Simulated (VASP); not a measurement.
OSZICAR of a VASP run on Tc (hcp):

**OSZICAR**
```
       N       E                     dE             d eps       ncg     rms          rms(c)
DAV:   1     0.307550007781E+03    0.30755E+03   -0.16973E+04  4630   0.163E+03
DAV:   2    -0.155399961327E+02   -0.32309E+03   -0.31988E+03  5075   0.461E+02
DAV:   3    -0.233705178003E+02   -0.78305E+01   -0.76826E+01  5353   0.826E+01
DAV:   4    -0.234405868710E+02   -0.70069E-01   -0.69918E-01  5049   0.769E+00
DAV:   5    -0.234411610588E+02   -0.57419E-03   -0.57414E-03  5180   0.679E-01    0.291E+01
DAV:   6    -0.221099773931E+02    0.13312E+01   -0.28543E+00  4854   0.174E+01    0.102E+01
DAV:   7    -0.219155451763E+02    0.19443E+00   -0.68843E-01  5063   0.775E+00    0.110E+00
DAV:   8    -0.219033715696E+02    0.12174E-01   -0.17131E-02  4724   0.151E+00    0.193E-01
DAV:   9    -0.219034623797E+02   -0.90810E-04   -0.26922E-04  5132   0.153E-01    0.265E-02
DAV:  10    -0.219034645512E+02   -0.21716E-05   -0.14949E-05  4802   0.370E-02    0.693E-03
DAV:  11    -0.219034646081E+02   -0.56853E-07   -0.56847E-07  4856   0.777E-03
   1 F= -.21903465E+02 E0= -.21903501E+02  d E =-.219035E+02
       N       E                     dE             d eps       ncg     rms          rms(c)
DAV:   1    -0.219096079329E+02   -0.61434E-02   -0.29831E-01  4598   0.476E+00    0.442E-01
DAV:   2    -0.219046741415E+02    0.49338E-02   -0.82058E-03  4862   0.819E-01    0.198E-01
DAV:   3    -0.219035008768E+02    0.11733E-02   -0.41278E-03  5359   0.468E-01    0.286E-02
DAV:   4    -0.219035103622E+02   -0.94854E-05   -0.79702E-05  4703   0.960E-02    0.813E-03
DAV:   5    -0.219035109240E+02   -0.56176E-06   -0.38784E-06  4895   0.135E-02    0.271E-03
DAV:   6    -0.219035114704E+02   -0.54648E-06   -0.25304E-07  4139   0.394E-03    0.879E-04
DAV:   7    -0.219035114748E+02   -0.43406E-08   -0.92971E-09  2327   0.849E-04
   2 F= -.21903511E+02 E0= -.21903717E+02  d E =-.468667E-04
       N       E                     dE             d eps       ncg     rms          rms(c)
DAV:   1    -0.219050493980E+02   -0.15379E-02   -0.65245E-02  4598   0.223E+00    0.207E-01
DAV:   2    -0.219039754913E+02    0.10739E-02   -0.18105E-03  4862   0.382E-01    0.926E-02
DAV:   3    -0.219037121265E+02    0.26336E-03   -0.90178E-04  5356   0.217E-01    0.131E-02
DAV:   4    -0.219037119534E+02    0.17310E-06   -0.16531E-05  4690   0.438E-02    0.377E-03
DAV:   5    -0.219037112702E+02    0.68321E-06   -0.68330E-07  4641   0.544E-03    0.116E-03
DAV:   6    -0.219037110927E+02    0.17748E-06   -0.43282E-08  2340   0.174E-03    0.412E-04
DAV:   7    -0.219037110875E+02    0.51855E-08   -0.58370E-09  2301   0.681E-04
   3 F= -.21903711E+02 E0= -.21903834E+02  d E =-.246479E-03
```

Problem. Which electronic solver shows in the log?

Solution. It is blocked Davidson (ALGO = Normal, or the opening steps of other solvers). The INCAR had ALGO = Normal.

Problem. Can the final energy be trusted as converged?

Solution. The calculation finished and met its thresholds. It stopped with EDIFF = 1E-7, NELM = 100, NSW = 30 and EDIFFG = -0.01 after 3 ionic steps (AM05 GGA, plane waves, VASP's PBE PAW potentials (set 64)).

The compound is Tc in the hcp structure. This cell is one point of a volume scan, at 0.94 of the reference volume. Symmetry was kept, so distortions that lower it aren't found.
